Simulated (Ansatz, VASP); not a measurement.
# ZnS (Wurtzite-2H): VASP beside Ansatz, part 3 of 3

Aim: how closely do two programs agree when they are given the same cell, functional and k mesh? The cell is taken from a series of runs on this material, whose earlier steps may have relaxed, scaled, displaced or heated it; both programs get it as it stands.

VASP 6.6.1 and Ansatz 0.2.0.

So far: Starting point; VASP: zone-centre phonons, LDA.

## 3. Ansatz: zone-centre phonons, LDA

Level of this step: Ansatz beside VASP: Kohn-Sham DFT, plane waves, LDA (Ansatz).

Ansatz runs on its PAW soft_1 files.

The same cell, functional (in two slightly different forms) and mesh now go to Ansatz, which takes its cutoff from its data sets.

Input file input.yaml:

```yaml
crystal:
  lattice:
    - [3.630608632, 0.0, 0.0]
    - [-1.815304316, 3.1441993065, 0.0]
    - [0.0, 0.0, 5.9911995088]
  atoms:
    - { symbol: S, position: [0.3333333333, 0.6666666667, 0.3786933308] }
    - { symbol: S, position: [0.6666666667, 0.3333333333, 0.8786933308] }
    - { symbol: Zn, position: [0.3333333333, 0.6666666667, 0.0063066692] }
    - { symbol: Zn, position: [0.6666666667, 0.3333333333, 0.5063066692] }
kpoints:
  mp_grid: { grid: [12, 12, 8] }
hamiltonian:
  xc: lda
  pseudopotentials: { kind: paw, azcp: { folder: soft_1 }, xc_functional: pbe }
scf:
  occupations: { method: fixed }
output:
  eigenvalues: true
phonons:
  method: dfpt
  dielectric: true
  rigid_motions: translations
```

Run with:

```console
> ansatz run input.yaml --threads 8 --pin off --max-ram 16384MiB --backend cpu --events-out ev --progress --plain --runs-dir out
```

Numbers of over 12 decimals in the logs are rounded to 6 here.

Log:

```text
Engine: ansatz 0.2.0, aarch64-unknown-linux-gnu
Pseudopotentials: kind: paw
Pseudopotential: S, paw, valence charge 6, recommended cutoff 420 eV (normal), soft_1/S.paw.azcp
Pseudopotential: Zn, paw, valence charge 12, recommended cutoff 420 eV (normal), soft_1/Zn.paw.azcp
Functional definition: SPW92
  exchange = slater_x
  correlation = pw_c
Crystal: 4 atoms, lattice volume = 68.392 Å³
Basis set: ecut = 420 eV, 1317 PW (Γ), exchange–correlation on 50×50×96 points (8 copies of the dense FFT grid, shifted against one another)
Bands: 22, of which v1, the nominal top of the filled ones, is band 18 counted from 1 (17 counted from 0)
Symmetry: 12 space group operations
k-points: 320 of 1152 (irreducible under 2 space group operations, time reversal used)
Non-local potential: S, projectors of the file, l = 0: 2, l = 1: 2, l = 2: 1
Non-local potential: Zn, projectors of the file, l = 0: 2, l = 1: 2, l = 2: 3, l = 3: 1
PAW form: soft (Blöchl's): semilocal exchange-correlation on the pseudo side does not see the compensation charge
PAW frozen core: S, regenerated for the run's functional, and the local potential with it (the file was generated under x = pbe(κ = 0.804, μ = 0.219515), c = pbe(β = 0.066725))
PAW frozen core: Zn, regenerated for the run's functional, and the local potential with it (the file was generated under x = pbe(κ = 0.804, μ = 0.219515), c = pbe(β = 0.066725))
PAW one-centre angular grid: S, 110 points (default); XC on 64 Gauss nodes
PAW one-centre angular grid: Zn, 590 points (default); XC on 64 Gauss nodes
Initial density: superposition of atomic densities (chi_scale 0.1, normalization cell, long waves kept (reshape's long-wave potential 0.00 eV rms))
Initial wavefunctions: pseudopotential atomic-orbital guess
Functional: x = slater, c = lda
SCF iter   1: F=—  HF=-8234.947247 eV  |F-HF|=—  |Δ(HF+E_count)|=         —  Δρ=3.86e-2  dr2=7.00e-1  ethr=3.10e-3  ⟨swp⟩=5.0  Hψ=34693  notcnv=0  defer=579
preconditioner: auto → Resta (q_TF=auto, 2.452 Å⁻¹)  ε∞=6.4  [insulator: Δε(μ)=2.844 eV  Ē_g=11.569 eV  n_scr=22 (ndim 8)  ℏωp=26.9 eV  f_vac=0.000  ε∞_Penn≈6.4]
SCF iter   2: F=—  HF=-8234.780736 eV  |F-HF|=—  |Δ(HF+E_count)|=   1.67e-1  Δρ=1.76e-2  dr2=1.75e-1  ethr=1.94e-3  ⟨swp⟩=3.0  Hψ=15229  notcnv=0  defer=637
SCF iter   3: F=—  HF=-8234.748015 eV  |F-HF|=—  |Δ(HF+E_count)|=   3.27e-2  Δρ=1.16e-2  dr2=5.84e-2  ethr=4.86e-4  ⟨swp⟩=2.1  Hψ=12834  notcnv=0  defer=633
SCF iter   4: F=—  HF=-8234.724138 eV  |F-HF|=—  |Δ(HF+E_count)|=   2.39e-2  Δρ=3.07e-3  dr2=4.27e-3  ethr=1.62e-4  ⟨swp⟩=2.0  Hψ=15363  notcnv=0  defer=637
SCF iter   5: F=—  HF=-8234.724253 eV  |F-HF|=—  |Δ(HF+E_count)|=   1.15e-4  Δρ=6.33e-4  dr2=2.33e-4  ethr=1.19e-5  ⟨swp⟩=2.0  Hψ=12539  notcnv=0  defer=637
SCF iter   6: F=—  HF=-8234.724325 eV  |F-HF|=—  |Δ(HF+E_count)|=   7.22e-5  Δρ=2.33e-4  dr2=2.70e-5  ethr=6.48e-7  ⟨swp⟩=2.2  Hψ=10818  notcnv=0  defer=633
SCF iter   7: F=—  HF=-8234.724330 eV  |F-HF|=—  |Δ(HF+E_count)|=   4.67e-6  Δρ=6.08e-5  dr2=1.15e-6  ethr=7.49e-8  ⟨swp⟩=2.5  Hψ=12299  notcnv=0  defer=7
SCF iter   8: F=—  HF=-8234.724331 eV  |F-HF|=—  |Δ(HF+E_count)|=   9.76e-7  Δρ=1.62e-5  dr2=1.05e-7  ethr=3.19e-9  ⟨swp⟩=2.2  Hψ=11884  notcnv=0
SCF iter   9: F=—  HF=-8234.724331 eV  |F-HF|=—  |Δ(HF+E_count)|=   2.37e-8  Δρ=2.30e-6  dr2=3.28e-9  ethr=2.91e-10  ⟨swp⟩=2.3  Hψ=12137  notcnv=0
SCF iter  10: F=-8234.724331 eV  HF=-8234.724331 eV  |F-HF|=2.00e-11  |Δ(HF+E_count)|=  8.55e-11  Δρ=3.39e-7  dr2=7.12e-11  ethr=1.00e-12  ⟨swp⟩=8.9  Hψ=61129  notcnv=0
SCF 1 converged in 10 iterations: F = -8234.724331 eV  dr2 = 7.12e-11
  greatest PAW one-centre occupation: 0.983 electrons in one spin orbital (limit 2), on the Zn atom at site 2 (counted from 0), in its partial waves of l = 2
DFPT response loops at Γ: preconditioner auto → Resta (q_TF=auto, 2.452 Å⁻¹)  ε∞=4.8 (no band partly filled); β = 1.00, the filter's whole step (`scf.mixing.beta` (0.50) is not read by the response loops at its default; to damp them type it under 1.00, their step now; it binds the ground state too); Broyden in place of MSR1
── the response to a field inside a basis, on 12×12×8 k-points: an SCF that follows is theirs, and a resumed run solves both again ──
Bands: 19, of which v1, the nominal top of the filled ones, is band 18 counted from 1 (17 counted from 0)
k-points: 168 of 1152 (irreducible under 4 space group operations, time reversal used)
Initial density: handed on by an earlier stage of this run
Initial wavefunctions: pseudopotential atomic-orbital guess (no wavefunctions were taken with the density)
Eigensolver: Dense (168 Hₖ)
SCF iter   1: F=—  HF=-8234.721305 eV  |F-HF|=—  |Δ(HF+E_count)|=         —  Δρ=1.66e-4  dr2=2.92e-6  ethr=1.00e-1
preconditioner: auto → Resta (q_TF=auto, 2.452 Å⁻¹)  ε∞=8.1  [insulator: Δε(μ)=2.804 eV  Ē_g=10.113 eV  n_scr=22 (ndim 8)  ℏωp=26.9 eV  f_vac=0.018  ε∞_Penn≈8.1]
SCF iter   2: F=—  HF=-8234.721306 eV  |F-HF|=—  |Δ(HF+E_count)|=   1.05e-6  Δρ=1.34e-4  dr2=4.41e-6  ethr=8.12e-9
SCF iter   3: F=—  HF=-8234.721306 eV  |F-HF|=—  |Δ(HF+E_count)|=   1.02e-7  Δρ=3.26e-5  dr2=1.17e-7  ethr=8.12e-9
SCF iter   4: F=-8234.721306 eV  HF=-8234.721306 eV  |F-HF|=2.08e-8  |Δ(HF+E_count)|=   2.75e-7  Δρ=6.70e-6  dr2=7.02e-9  ethr=3.26e-10
SCF 1 converged in 4 iterations: F = -8234.721306 eV  dr2 = 7.02e-9
DFPT response loops at Γ: preconditioner auto → Resta (q_TF=auto, 2.452 Å⁻¹)  ε∞=4.6 (no band partly filled); β = 1.00, the filter's whole step (`scf.mixing.beta` (0.50) is not read by the response loops at its default; to damp them type it under 1.00, their step now; it binds the ground state too); Broyden in place of MSR1
SCF converged after 10 iterations
Free energy (F): -8234.724331 eV
Harris-Foulkes:  -8234.724331 eV  (|F-HF|=2.00e-11)
Internal energy: -8234.724331 eV  (E = F + TS)
E sigma→0 (E₀):  -8234.724331 eV
Fermi energy:    7.537059 eV
--- Per-component energies (eV) ---
  E_band       = 47.650406
  E_kinetic    = 518.059563
  E_local      = -4362.802120  (includes V_loc(G=0)·N_el)
  E_nonlocal   = 1714.378413
  E_hartree    = 1658.665235
  E_xc         = -336.442513
  E_vxc        = -274.950187  (∫ρ·V_xc dr)
  E_paw        = -4803.671674  (= ΣΔE_a)
  E_vpaw       = -864.364945  (= ΣTr[D̂ρ^β])
  E_aug_tail   = -0.000569  (compensation charges beyond the density's cutoff)
  E_ewald      = -2626.331347
  E_core_change = 3.420682  (= ΣΔE_core)
  E_smearing   = -0.000000  (= −TS)
  E_closure    = -0.000000  (closes the sum)
  Σ components = -8234.724331   (vs F -8234.724331, Δ=0.00e0)
--- Band table (eV; the first three rows and the last of 320) ---
  k-point 0: bands = [... 14 lower, 6.4124, 7.3896, 7.5371, 7.5371, 10.0990, 10.6995, 13.5458, 13.5458]
  k-point 1: bands = [... 14 lower, 6.4508, 6.9967, 7.4890, 7.4890, 10.4346, 10.7400, 13.5688, 13.5688]
  k-point 2: bands = [... 14 lower, 6.5620, 6.5620, 7.3548, 7.3548, 10.8590, 11.0305, 13.5011, 13.6493]
  k-point 319: bands = [... 14 lower, 4.3384, 4.3384, 5.6475, 5.6475, 11.8847, 11.8847, 13.8003, 13.8003]
--- Phonons (Γ-DFPT): 4 representative perturbations + reference, on 320 of 1152 k-points (Σ response iterations 13) ---
  k mesh reduced under 2 symmetry operations, with k and −k counted as one. Each operation leaves every solved perturbation unchanged. A smaller set is not considered because the run solves the response to a homogeneous field
  ASR residual: 1.958e-4 → 0.000e0 eV/Å²; symmetrization residual: 6.562e-6 eV/Å²
  ASR residual per site (eV/Å²): 1.96e-4 1.96e-4 1.67e-4 1.67e-4
  Γ frequencies (cm⁻¹): 0.00 0.00 0.00 58.63 58.63 216.05 335.71 335.71 336.38 345.02 345.02 393.84
  ε∞ (high-frequency dielectric tensor):
        6.084836     0.000000    -0.000000
       -0.000000     6.084836    -0.000000
        0.000000    -0.000000     6.248207
  ε⁰ (static dielectric tensor: ions relaxed, cell fixed):
        7.813004    -0.000000     0.000000
       -0.000000     7.813004     0.000000
        0.000000     0.000000     8.195448
  ε⁰ − ε∞ (ionic part):
        1.728167    -0.000000     0.000000
       -0.000000     1.728167     0.000000
        0.000000     0.000000     1.947241
  softest optical mode at Γ: 58.63 cm⁻¹; the repairs (sum rule, projections) moved no ω² at Γ by more than (1.53 cm⁻¹)²
  Born effective charges Z* (e; rows j = field, columns β = displacement):
    site 0:
        -1.70636    0.00000   -0.00000
        -0.00000   -1.70636   -0.00000
        -0.00000   -0.00000   -1.81490
    site 1:
        -1.70636   -0.00000    0.00000
        -0.00000   -1.70636   -0.00000
         0.00000    0.00000   -1.81490
    site 2:
         1.70636   -0.00000    0.00000
         0.00000    1.70636   -0.00000
        -0.00000   -0.00000    1.81490
    site 3:
         1.70636   -0.00000   -0.00000
         0.00000    1.70636    0.00000
         0.00000    0.00000    1.81490
  Z* charge neutrality: 6.529e-4 e pre-enforcement
  solved inside a basis spanned on kpoints, on 12×12×8 k-points, its susceptibility summed on 16×16×8: ε∞ is read to err by 1.8e-2, Z* by 1.3e-2 e (field_mesh: kpoints solves on kpoints); Z* is corrected for what the basis lacks
  optical modes at Γ without the LO–TO term, one row a degenerate level:
      ω (cm⁻¹)  modes    IR ((D/Å)²/amu)
         58.63      2             0.0000
        216.05      1             0.0000
        335.71      2            12.4909
[...]
optical modes at Γ + LO–TO along q̂ = [1.0000, 0.0000, 0.0000]:
      ω (cm⁻¹)  modes    IR ((D/Å)²/amu)
[...]
optical modes at Γ + LO–TO along q̂ = [0.0000, 1.0000, 0.0000]:
      ω (cm⁻¹)  modes    IR ((D/Å)²/amu)
[...]
380.41      1             6.2454
        393.84      1             0.0000
  optical modes at Γ + LO–TO along q̂ = [0.0000, 0.0000, 1.0000]:
      ω (cm⁻¹)  modes    IR ((D/Å)²/amu)
         58.63      2             0.0000
        216.05      1             0.0000
        335.71      2            12.4909
        345.02      2             0.0000
        385.25      1             7.0653
        393.84      1             0.0000
```

In the SCF lines HF is the Harris–Foulkes energy and dr2 the Hartree energy of the density residual, in eV; the loop may stop once dr2 is under the threshold and the program's other checks hold. Hψ counts applications of the Hamiltonian.

## 4. Comparison

Known differences besides the potentials themselves: fixed occupations in Ansatz, narrow Gaussian smearing in VASP; VASP's response is taken on the typed mesh, Ansatz refines its own for the field response alone; the cutoff is 420 eV in Ansatz and 500 eV in VASP; VASP's log shows a relativistic correction to its local exchange, Ansatz's none. Total energies have different zeros and are not compared.

The two programs side by side:

```tsv
quantity	Ansatz	VASP	difference
ε∞ xx	6.08	6.03	+0.89 %
ε∞ yy	6.08	6.03	+0.89 %
ε∞ zz	6.25	6.19	+0.98 %
Born charge of S1 (mean of the diagonal) (e)	-1.74	-1.76	+0.02
Born charge of Zn3 (mean of the diagonal) (e)	1.74	1.76	-0.02
optical mode 1 to 2 (cm⁻¹)	58.6	59.0	-0.62 %
optical mode 3 (cm⁻¹)	216.1	215.0	+0.49 %
optical mode 4 to 5 (cm⁻¹)	335.7	337.3	-0.48 %
optical mode 6 (cm⁻¹)	336.4	337.6	-0.35 %
optical mode 7 to 8 (cm⁻¹)	345.0	346.6	-0.44 %
optical mode 9 (cm⁻¹)	393.8	394.9	-0.28 %
```

Modes are paired by rising frequency, not by their patterns, so a pair may set unlike modes beside each other; they are those without the splitting of longitudinal modes.

## 5. Summary of results

| Property | Result |
| --- | --- |
| r.m.s. difference of the optical zone-centre modes, each program's sorted by frequency (zone-centre phonons, LDA) | 1.2 cm⁻¹ |
| difference in ε∞ zz (zone-centre phonons, LDA) | +1.0 % |

The r.m.s. difference of the optical zone-centre modes, each program's sorted by frequency is 1.2 cm⁻¹ (zone-centre phonons, LDA). Among the rows given in per cent, the largest difference of the zone-centre phonons, LDA pair is in ε∞ zz, +1.0 %. How closely two codes agree says nothing of how well the functional describes the real material.

[Lines on the potential files, build, host, timing and source positions are cut from VASP's logs without a mark.]

[Logs are printed without paths, hosts, clocks, repeated set-up lines and the standing remarks that a program may print on its own settings, such as how far it seeks lower states.]

[Hosts, paths, dates, database ids (printed as entryN), source tags and the programs' standing remarks are cut or masked in the printed files.]
